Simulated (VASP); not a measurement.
OSZICAR of a VASP run on LiCl (rock salt):

### OSZICAR
```
       N       E                     dE             d eps       ncg     rms          rms(c)
DAV:   1     0.477985213930E+02    0.47799E+02   -0.42693E+03   846   0.103E+03
DAV:   2    -0.323298323530E+01   -0.51032E+02   -0.50162E+02  1159   0.164E+02
DAV:   3    -0.537059146229E+01   -0.21376E+01   -0.21339E+01  1051   0.401E+01
DAV:   4    -0.541225871359E+01   -0.41667E-01   -0.41619E-01  1343   0.597E+00
DAV:   5    -0.541268358540E+01   -0.42487E-03   -0.42483E-03  1087   0.528E-01    0.230E+00
DAV:   6    -0.526564325057E+01    0.14704E+00   -0.40084E-01   937   0.395E+00    0.164E+00
DAV:   7    -0.526353829118E+01    0.21050E-02   -0.10383E-01  1171   0.244E+00    0.120E+00
DAV:   8    -0.526759980231E+01   -0.40615E-02   -0.15216E-02   871   0.156E+00    0.179E-01
DAV:   9    -0.526754980011E+01    0.50002E-04   -0.11916E-03  1349   0.275E-01    0.967E-02
DAV:  10    -0.526762786954E+01   -0.78069E-04   -0.20552E-04   890   0.197E-01    0.339E-02
DAV:  11    -0.526763200969E+01   -0.41401E-05   -0.81026E-06   947   0.431E-02    0.127E-02
DAV:  12    -0.526763173668E+01    0.27301E-06   -0.10929E-06  1052   0.158E-02    0.733E-03
DAV:  13    -0.526763123641E+01    0.50027E-06   -0.29964E-07   982   0.764E-03    0.109E-03
DAV:  14    -0.526763124843E+01   -0.12023E-07   -0.13290E-08   513   0.136E-03
   1 F= -.52676312E+01 E0= -.52676312E+01  d E =0.000000E+00
```

Q: Which electronic solver shows in the log?

A: It is blocked Davidson (ALGO = Normal, or the opening steps of other solvers). The INCAR had ALGO = Normal.

Q: Can the final energy be trusted as converged?

A: The calculation finished and met its thresholds. It stopped with EDIFF = 1E-7, NELM = 100 (vdW-DF2, plane waves, VASP's PBE PAW potentials (set 64)).

The compound is LiCl in the rock salt structure. It was relaxed first.
